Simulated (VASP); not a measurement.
```
CsBr
1.0
    4.14741     0.00000     0.00000
    0.00000     4.14741     0.00000
    0.00000     0.00000     4.14741
Cs Br
1 1
Direct
  0.00000   0.00000   0.00000
  0.50000   0.50000   0.50000
```

Level of theory: LDA (Ceperley-Alder, Perdew-Zunger), VASP's LDA PAW potentials (set 64) (plane waves; VASP). Numerical set-up: 520 eV cut-off, 6×6×6 Γ-centred mesh, Gaussian smearing of 0.050 eV, potentials Cs_sv Br.

Unless said otherwise, spin-orbit coupling is left out, though it shifts the bands of the heavy elements here.

Question: Estimate the energy per atom (σ→0), band gap (on the k-mesh) with the smallest direct gap where there is one.

Answer: 
```json
{
  "band gap (on the k-mesh)": "4.51 eV",
  "smallest direct gap (on the k-mesh)": "4.51 eV",
  "energy per atom (σ→0)": "-3.397 eV/atom"
}
```

The absolute energy has meaning only against runs of the same code, potentials and settings.

The compound is CsBr in the CsCl type structure. It was relaxed first, which changed the volume by -10 %. The start is the result of an earlier pass.
